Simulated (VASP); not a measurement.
The system is Hf2Pd2Se2Br2O3.

```
Hf Pd Se Br O
1.0
     5.76069    0.00496   -0.00286
    -0.52750    5.84664    0.03413
    -1.48435   -0.92642    6.64586
Hf Pd Se Br O
2 2 2 2 3
Direct
  0.74540 0.39602 0.34989
  0.28763 0.45322 0.59401
  0.90854 0.13294 0.84849
  0.25249 0.90323 0.35874
  0.63469 0.40355 0.93716
  0.62597 0.78174 0.53023
  0.85273 0.99089 0.15355
  0.22526 0.82084 0.86223
  0.96040 0.28925 0.59026
  0.43233 0.24524 0.40864
  0.07457 0.58308 0.36682
```

The cell was built by a generator and needn't be a form met in nature.

| Item | Value |
| --- | --- |
| Program | VASP 6.6.1 |
| Task | relaxation of cell and atoms |
| Functional | r2SCAN |
| Potentials or basis | VASP PAW PBE potentials, release 64 (Hf_pv, Pd, Se, Br, O) |
| Cutoff | 600 eV |
| k mesh | 5 × 5 × 4 |
| Occupations | fermi-dirac, width 0.05 eV |
| Spin | no spin polarisation |

At the start: pressure -3.0 GPa; volume 20.36 Å³/atom.

Q: Where does the relaxation end?

A: Over 21 steps the energy falls by 6.2 meV/atom and the volume is 19.77 Å³/atom (-2.9 %); space group P1 (No. 1, to 0.05 Å).

The path:
```csv
step,energy change (eV),largest force (eV/Å),pressure (GPa),volume (Å³)
1,0.0000,0.4303,-3.05,224.01
2,0.0705,1.3706,4.58,211.67
3,-0.0602,0.2370,-0.19,218.88
4,-0.0602,0.2511,-0.13,218.77
5,-0.0646,0.1008,0.03,217.81
6,-0.0646,0.1051,0.04,217.78
7,-0.0661,0.0539,-0.01,217.61
8,-0.0661,0.0611,-0.02,217.59
9,-0.0669,0.0415,0.05,217.47
10,-0.0671,0.0522,0.12,217.34
11,-0.0675,0.0402,-0.07,217.61
12,-0.0675,0.0349,-0.05,217.59
13,-0.0677,0.0183,-0.02,217.53
14,-0.0677,0.0348,-0.01,217.50
15,-0.0678,0.0172,0.01,217.46
16,-0.0679,0.0203,0.03,217.42
17,-0.0680,0.0151,-0.02,217.51
18,-0.0680,0.0187,-0.04,217.54
19,-0.0680,0.0152,0.01,217.47
20,-0.0680,0.0138,0.01,217.47
21,-0.0680,0.0081,0.01,217.48
```

Final structure:
```
CELL_PARAMETERS angstrom
5.68414 -0.01560 -0.00474
-0.54136 5.81846 0.02015
-1.46347 -0.93201 6.57557
ATOMIC_POSITIONS crystal
Hf 0.74555 0.39403 0.34881
Hf 0.28899 0.45406 0.59511
Pd 0.90984 0.13633 0.85007
Pd 0.25194 0.90238 0.35876
Se 0.63353 0.40448 0.93686
Se 0.62734 0.78071 0.52693
Br 0.85039 0.99078 0.15383
Br 0.22431 0.82105 0.86268
O 0.96050 0.29045 0.59076
O 0.43182 0.24479 0.40976
O 0.07580 0.58094 0.36645
```

Caveat: the PAW data sets were made with another functional, which shifts forces and pressure a little.
